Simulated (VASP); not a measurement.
# ZrAl3B3N (P3m1) in VASP: single point with PBEsol

Aim: the single point of ZrAl3B3N with PBEsol.

Everything below comes from runs of VASP 6.6.1. Logs are shortened: lines on timing, memory, paths and dates and some standing lists are left out, and cuts for length are marked.

## 1. The crystal as given

The structure is trigonal, space group P3m1 (No. 156). The conventional cell has a = 3.017 Å, b = 3.017 Å, c = 11.416 Å, α = 90.00°, β = 90.00°, γ = 120.00°. Zr (site symmetry 3m) has 9 B at 2.49 to 2.57 Å as nearest neighbours. Al (site symmetry 3m) has 3 N at 2.11 Å and 6 B at 2.35 to 2.43 Å as nearest neighbours. Al (site symmetry 3m) has 3 N at 2.12 Å as nearest neighbours. Al (site symmetry 3m) has 3 B at 2.21 Å as nearest neighbours. B (site symmetry 3m) has 3 B at 1.75 Å as nearest neighbours. B (site symmetry 3m) is surrounded by 3 B at 1.75 Å. B (site symmetry 3m) has 3 Al at 2.21 Å and 3 Zr at 2.54 Å as nearest neighbours. Around N (site symmetry 3m) lie 6 Al at 2.11 to 2.12 Å.

The cell was built by a generator and needn't be a form met in nature.

## 2. Single point, PBEsol

Contents of INCAR:

```
PREC     = Accurate       # precision mode
ENCUT    = 520            # plane-wave cutoff, eV
EDIFF    = 1E-6           # SCF threshold, eV
ISMEAR   = 0              # smearing method
SIGMA    = 0.1            # smearing width, eV
LREAL    = False          # projectors in reciprocal space
LASPH    = True           # aspherical terms in the spheres
NELM     = 80             # most SCF steps
ALGO     = Normal         # electronic algorithm
ISIF     = 2              # what is computed and relaxed
LWAVE    = False          # write WAVECAR
LCHARG   = False          # write CHGCAR
GGA      = PS             # functional
NBANDS   = 28             # bands
```

Contents of KPOINTS:

```
regular mesh
0
Gamma
  12 12 4
```

Contents of POSCAR:

```
ZrAl3B3N
1.0
    3.0172470000      0.0000000000      0.0000000000
   -1.5086230000      2.6130120000      0.0000000000
    0.0000000000      0.0000000000     11.4161900000
Zr Al B N
1 3 3 1
Direct
    0.6666670000      0.3333330000      0.0105530000
    0.6666670000      0.3333330000      0.3139950000
    0.0000000000      0.0000000000      0.5253830000
    0.3333330000      0.6666670000      0.7302860000
    0.0000000000      0.0000000000      0.1757430000
    0.3333330000      0.6666670000      0.1658530000
    0.0000000000      0.0000000000      0.8491690000
    0.3333330000      0.6666670000      0.4190330000
```

Potentials or basis: VASP PAW PBE potentials, release 64 (Zr_sv, Al, B, N).

Started as:

```sh
$ cat potpaw_PBE.64/Zr_sv/POTCAR potpaw_PBE.64/Al/POTCAR potpaw_PBE.64/B/POTCAR potpaw_PBE.64/N/POTCAR > POTCAR
$ mpirun -np 1 vasp_std > vasp.out
```

OUTCAR:

```text
PREC = Accurate
   ENCUT = 520
   EDIFF = 1E-6
   ISMEAR = 0
   LREAL = False
   LASPH = True
   NELM = 80
   ISIF = 2
   GGA = PS

 ion  position               nearest neighbor table
   1  0.667  0.333  0.011-   6 2.49   6 2.49   6 2.49   7 2.54   7 2.54   7 2.54   5 2.57   5 2.57
                             5 2.57   2 3.46
   2  0.667  0.333  0.314-   8 2.11   8 2.11   8 2.11   5 2.35   5 2.35   5 2.35   6 2.43   6 2.43
                             6 2.43   3 2.98   3 2.98   3 2.98   1 3.46
   3  0.000  0.000  0.525-   8 2.12   8 2.12   8 2.12   4 2.92   4 2.92   4 2.92   2 2.98   2 2.98
                             2 2.98
   4  0.333  0.667  0.730-   7 2.21   7 2.21   7 2.21   3 2.92   3 2.92   3 2.92
   5  0.000  0.000  0.176-   6 1.75   6 1.75   6 1.75   2 2.35   2 2.35   2 2.35   1 2.57   1 2.57
                             1 2.57
   6  0.333  0.667  0.166-   5 1.75   5 1.75   5 1.75   2 2.43   2 2.43   2 2.43   1 2.49   1 2.49
                             1 2.49
   7  0.000  0.000  0.849-   4 2.21   4 2.21   4 2.21   1 2.54   1 2.54   1 2.54
   8  0.333  0.667  0.419-   2 2.11   2 2.11   2 2.11   3 2.12   3 2.12   3 2.12

  LATTYP: Found a hexagonal cell.
 ALAT       =     3.0172470000
 C/A-ratio  =     3.7836444945

  Lattice vectors:

 A1 = (   3.0172470000,   0.0000000000,   0.0000000000)
 A2 = (  -1.5086230000,   2.6130120000,   0.0000000000)
 A3 = (   0.0000000000,   0.0000000000,  11.4161900000)

Analysis of symmetry for initial positions (statically):
=====================================================================
 Subroutine PRICEL returns:
 Original cell was already a primitive cell.

 Routine SETGRP: Setting up the symmetry group for a
 hexagonal supercell.

 Subroutine GETGRP returns: Found  6 space group operations
 (whereof  6 operations were pure point group operations)
 out of a pool of 24 trial point group operations.

The static configuration has the point symmetry C_3v.

Analysis of symmetry for dynamics (positions and initial velocities):
=====================================================================
 Subroutine PRICEL returns:
 Original cell was already a primitive cell.

 Routine SETGRP: Setting up the symmetry group for a
 hexagonal supercell.

 Subroutine GETGRP returns: Found  6 space group operations
 (whereof  6 operations were pure point group operations)
 out of a pool of 24 trial point group operations.

The dynamic configuration has the point symmetry C_3v.

 Subroutine INISYM returns: Found  6 space group operations
 (whereof  6 operations are pure point group operations),
 and found     1 'primitive' translations

----------------------------------------------------------------------------------------

                                     Primitive cell

  volume of cell :      90.0064

  direct lattice vectors                    reciprocal lattice vectors
     3.017247000  0.000000000  0.000000000     0.331427954  0.191349995  0.000000000
    -1.508623000  2.613012000  0.000000000     0.000000000  0.382700118  0.000000000
     0.000000000  0.000000000 11.416190000     0.000000000  0.000000000  0.087594898

  length of vectors
     3.017247000  3.017246272 11.416190000     0.382700025  0.382700118  0.087594898

  position of ions in fractional coordinates (direct lattice)
     0.666667000  0.333333000  0.010553000
     0.666667000  0.333333000  0.313995000
     0.000000000  0.000000000  0.525383000
     0.333333000  0.666667000  0.730286000
     0.000000000  0.000000000  0.175743000
     0.333333000  0.666667000  0.165853000
     0.000000000  0.000000000  0.849169000
     0.333333000  0.666667000  0.419033000

  ion indices of the primitive-cell ions
   primitive index   ion index
                 1           1
                 2           2
                 3           3
                 4           4
                 5           5
                 6           6
                 7           7
                 8           8

----------------------------------------------------------------------------------------

 KPOINTS: regular mesh

Automatic generation of k-mesh.
 Grid dimensions read from file:
 generate k-points for:   12   12    4

 Generating k-lattice:

  Cartesian coordinates                     Fractional coordinates (reciprocal lattice)
     0.027618996  0.015945833  0.000000000     0.083333333 -0.000000000  0.000000000
     0.000000000  0.031891676  0.000000000     0.000000000  0.083333333  0.000000000
     0.000000000  0.000000000  0.021898725     0.000000000  0.000000000  0.250000000

  Length of vectors
     0.031891669  0.031891676  0.021898725

  Shift w.r.t. Gamma in fractional coordinates (k-lattice)
     0.000000000  0.000000000  0.000000000

 Subroutine IBZKPT returns following result:
 ===========================================

 Found     69 irreducible k-points:

 Following reciprocal coordinates:
            Coordinates               Weight
  0.000000  0.000000  0.000000      1.000000
  0.083333 -0.000000  0.000000      6.000000
  0.166667 -0.000000  0.000000      6.000000
  0.250000 -0.000000  0.000000      6.000000
  0.333333 -0.000000  0.000000      6.000000
  0.416667 -0.000000  0.000000      6.000000
[... 16 lines left out ...]
  0.166667 -0.000000  0.250000      6.000000
  0.000000  0.166667  0.250000      6.000000
 [... further k-points ...]
   k-points           NKPTS =     69   k-points in BZ     NKDIM =     69   number of bands    NBANDS=     28
   number of dos      NEDOS =    301   number of ions     NIONS =      8
   total plane-waves  NPLWV =  51840
   dimension x,y,z NGX =    24 NGY =   24 NGZ =   90
   dimension x,y,z NGXF=    48 NGYF=   48 NGZF=  180
   ions per type =               1   3   3   1
   NGX,Y,Z   is equivalent  to a cutoff of  13.22, 13.22, 13.11 a.u.
   NGXF,Y,Z  is equivalent  to a cutoff of  26.45, 26.45, 26.21 a.u.
 SYSTEM =  unknown system
   PREC   = accura    normal or accurate (medium, high low for compatibility)
   ISTART =      0    job   : 0-new  1-cont  2-samecut
   ICHARG =      2    charge: 1-file 2-atom 10-const
   ISPIN  =      1    spin polarized calculation?
   LNONCOLLINEAR =      F non collinear calculations
   LSORBIT =      F    spin-orbit coupling
   LASPH  =      T    aspherical Exc in radial PAW
   ENCUT  =  520.0 eV  38.22 Ry    6.18 a.u.   5.61  5.61 21.23*2*pi/ulx,y,z
   NELM   =     80;   NELMIN=  2; NELMDL= -5     # of ELM steps
   EDIFF  = 0.1E-05   stopping-criterion for ELM
   LREAL  =      F    real-space projection
   EDIFFG = 0.1E-04   stopping-criterion for IOM
   NSW    =      0    number of steps for IOM
   IBRION =     -1    ionic relax: 0-MD 1-quasi-New 2-CG
   NFREE  =      0    steps in history (QN), initial steepest desc. (CG)
   ISIF   =      2    stress and relaxation
   ISYM   =      2    0-nonsym 1-usesym 2-fastsym
   POTIM  = 0.5000    time-step for ionic-motion
   TEBEG  =    0.0;   TEEND  =   0.0 temperature during run
   PSTRESS=    0.0 pullay stress
   NELECT =      35.0000    total number of electrons
   NUPDOWN=      -1.0000    fix difference up-down
   EMIN   =  10.00;   EMAX   =-10.00  energy-range for DOS
   EFERMI =   0.00;   METHOD = LEGACY
   ISMEAR =     0;   SIGMA  =   0.10  broadening in eV -4-tet -1-fermi 0-gaus
   EFERMI_NEDOS =   21; number of points for ismear=-14 and -15
   IALGO  =     38    algorithm
   IMIX   =      4    mixing-type and parameters
     AMIX     =   0.40;   BMIX     =  1.00
     AMIX_MAG =   1.60;   BMIX_MAG =  1.00
  volume/ion in A,a.u.               =      11.25        75.92
  Fermi-wavevector in a.u.,A,eV,Ry     =   1.194922  2.258076 19.426936  1.427839
  Thomas-Fermi vector in A             =   2.330901
   LORBIT       =      0    0 simple, 1 ext, 2 COOP (PROOUT), +10 PAW based schemes
   GGA     = PS    functional components
   LHFCALC =     F    Hartree Fock is set to
   AEXX    =    0.0000 exact exchange contribution
   IVDW    =     0    specifies the selected vdW correction
   LEPSILON=     F    determine dielectric tensor
   LRPA    =     F    only Hartree local field effects (RPA)
 non-spin polarized calculation
 Gauss-broadening in eV      SIGMA  =   0.10
  energy-cutoff  :      520.00
  volume of cell :       90.01
 maximum number of plane-waves:      2456
 NGX is ok and might be reduce to    24
   NGX = 11   NGY = 11   NGZ = 43

 number of electron      34.9999998 magnetization

 Free energy of the ion-electron system (eV)
  ---------------------------------------------------
  ext. energy  EPLUGINS =         0.00000000
  ---------------------------------------------------
  free energy    TOTEN  =       -53.39225450 eV

  energy without entropy =      -53.38231983  energy(sigma->0) =      -53.38728716

 E-fermi :   9.0240     XC(G=0): -11.4844

 val. band max:        8.9805609774   @ k =   0.3333   0.2500   0.0000
 cond. band min:       9.0337284246   @ k =   0.3333   0.1667   0.2500
 fundamental gap:      0.0531674472
 Fermi energy:         9.0239750049

 k-point     1 :       0.0000    0.0000    0.0000
  band No.  band energies     occupation
      1     -39.1921      2.00000
      2     -17.5460      2.00000
      3     -16.6190      2.00000
      4     -16.6190      2.00000
      5      -8.4561      2.00000
      6      -4.3262      2.00000
[... 20 lines left out ...]
     27      15.6689      0.00000
     28      16.5244      0.00000

 k-point     2 :       0.0833   -0.0000    0.0000
  band No.  band energies     occupation
      1     -39.1789      2.00000
      2     -17.5270      2.00000
      3     -16.7176      2.00000
      4     -16.6402      2.00000
      5      -8.3579      2.00000
      6      -4.2088      2.00000
[... 20 lines left out ...]
     27      15.8787      0.00000
     28      16.6114      0.00000

 k-point     3 :       0.1667   -0.0000    0.0000
  band No.  band energies     occupation
      1     -39.1427      2.00000
      2     -17.4748      2.00000
      3     -16.9799      2.00000
      4     -16.6974      2.00000
      5      -8.0726      2.00000
      6      -3.8624      2.00000
[... 20 lines left out ...]
     27      15.5716      0.00000
     28      16.4104      0.00000

 k-point     4 :       0.2500   -0.0000    0.0000
  band No.  band energies     occupation
      1     -39.0927      2.00000
      2     -17.4066      2.00000
      3     -17.3193      2.00000
      4     -16.7746      2.00000
      5      -7.6324      2.00000
      6      -3.3003      2.00000
[... 578 lines left out ...]
     27      15.8510      0.00000
     28      16.6723      0.00000

 k-point    23 :       0.1667   -0.0000    0.2500
  band No.  band energies     occupation
      1     -39.1427      2.00000
      2     -17.4748      2.00000
      3     -16.9799      2.00000
      4     -16.6975      2.00000
      5      -8.0725      2.00000
      6      -3.8663      2.00000
[... 20 lines left out ...]
     27      15.7132      0.00000
     28      16.4551      0.00000

 k-point    24 :       0.0000    0.1667    0.2500
  band No.  band energies     occupation
      1     -39.1427      2.00000
      2     -17.4748      2.00000
      3     -16.9799      2.00000
      4     -16.6974      2.00000
      5      -8.0725      2.00000
      6      -3.8664      2.00000
[... 20 lines left out ...]
     27      15.4830      0.00000
     28      16.3902      0.00000

 [... further k-points ...]

------------------------ aborting loop because EDIFF is reached ----------------------------------------

  FORCE on cell =-STRESS in cart. coord.  units (eV):
  Direction    XX          YY          ZZ          XY          YZ          ZX
  --------------------------------------------------------------------------------------
  -------------------------------------------------------------------------------------
  Total       -1.7828170     -1.7828162     -1.7962475     -0.0000003      0.0000000     -0.0000000
  in kB      -31.7353939    -31.7353805    -31.9744655     -0.0000061      0.0000000     -0.0000000
  external PRESSURE =     -31.8150800 kB  Pullay stress =       0.0000000 kB

 VOLUME and BASIS-vectors are now :
 -----------------------------------------------------------------------------
  energy-cutoff  :      520.00
  volume of cell :       90.01
      direct lattice vectors                 reciprocal lattice vectors
     3.017247000  0.000000000  0.000000000     0.331427954  0.191349995  0.000000000
    -1.508623000  2.613012000  0.000000000     0.000000000  0.382700118  0.000000000
     0.000000000  0.000000000 11.416190000     0.000000000  0.000000000  0.087594898

 POSITION                                       TOTAL-FORCE (eV/Angst)
 -----------------------------------------------------------------------------------
      1.50863      0.87100      0.12048        -0.000000      0.000000      0.104363
      1.50863      0.87100      3.58463         0.000000     -0.000000      0.035227
      0.00000      0.00000      5.99787         0.000000     -0.000000     -0.112596
     -0.00000      1.74201      8.33708         0.000000     -0.000000      0.012821
      0.00000      0.00000      2.00632         0.000000     -0.000000     -0.089603
     -0.00000      1.74201      1.89341         0.000000     -0.000000     -0.061091
      0.00000      0.00000      9.69427         0.000000     -0.000000      0.106581
     -0.00000      1.74201      4.78376        -0.000000      0.000000      0.004299
 -----------------------------------------------------------------------------------
    total drift:                               -0.001321      0.000760      0.000862

  FREE ENERGIE OF THE ION-ELECTRON SYSTEM (eV)
  ---------------------------------------------------
  free  energy   TOTEN  =       -53.3922544958 eV

  energy  without entropy=      -53.3823198275  energy(sigma->0) =      -53.38728716
```

It took 1.8 min on 1 thread of Intel Xeon Platinum 8559C (Emerald Rapids), shared host; peak memory 0.33 GiB.

Results:

* Free energy: -53.3923 eV
* Pressure: -3.2 GPa
* Largest force: 0.113 eV/Å
* Band gap on the k mesh: none (metal or under the smearing width)

Forces on the atoms (eV/Å):
```
Zr   0.000  0.000  0.104
Al   0.000  0.000  0.035
Al   0.000  0.000 -0.113
Al   0.000  0.000  0.013
B    0.000  0.000 -0.090
B    0.000  0.000 -0.061
B    0.000  0.000  0.107
N    0.000  0.000  0.004
```

Levels at points of the mesh, in eV from the Fermi level:
| k point | band 14 | band 15 | band 16 | band 17 | band 18 | band 19 | band 20 | band 21 |
| --- | --- | --- | --- | --- | --- | --- | --- | --- |
| (0.00, 0.00, 0.00) | -1.14 | -1.14 | -0.41 | 1.63 | 1.63 | 1.79 | 2.65 | 2.65 |
| (0.50, 0.00, 0.00) | -3.55 | -3.26 | -2.48 | -1.60 | -0.28 | 0.73 | 0.82 | 2.19 |
| (0.00, 0.00, 0.50) | -1.23 | -1.14 | -1.14 | 1.63 | 1.63 | 1.99 | 2.65 | 2.65 |
| (0.50, 0.00, 0.50) | -3.62 | -3.54 | -2.12 | -1.18 | -0.53 | 0.75 | 0.81 | 2.10 |

Caveat: the PAW data sets were made with another functional, which shifts forces and pressure a little.
